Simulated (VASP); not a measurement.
Given:

```
CELL_PARAMETERS angstrom
      4.18262     0.00000     0.00000
      0.00000     4.18262     0.00000
      0.00000     0.00000     4.18262
ATOMIC_POSITIONS crystal
  Ba 0.00000 0.00000 0.00000
  Hf 0.50000 0.50000 0.50000
  O  0.50000 0.00000 0.50000
  O  0.00000 0.50000 0.50000
  O  0.50000 0.50000 0.00000
```

Computed with PBE GGA with D4 dispersion, VASP's PBE PAW potentials (set 64) (plane waves; VASP 6.6.1). Run with 520 eV cut-off, 6×6×6 Γ-centred mesh, tetrahedra with Blöchl corrections, potentials Ba_sv Hf_pv O.

Unless said otherwise, spin-orbit coupling is left out, though it shifts the bands of the heavy elements here.

Predict the energy per atom (σ→0), band gap (on the k-mesh) with the smallest direct gap where there is one.

```yaml
band gap (on the k-mesh): 3.57 eV
smallest direct gap (on the k-mesh): 3.79 eV
energy per atom (σ→0): -8.905 eV/atom
```

The absolute energy has meaning only against runs of the same code, potentials and settings.

The compound is BaHfO3 in the cubic perovskite structure. It was relaxed first.
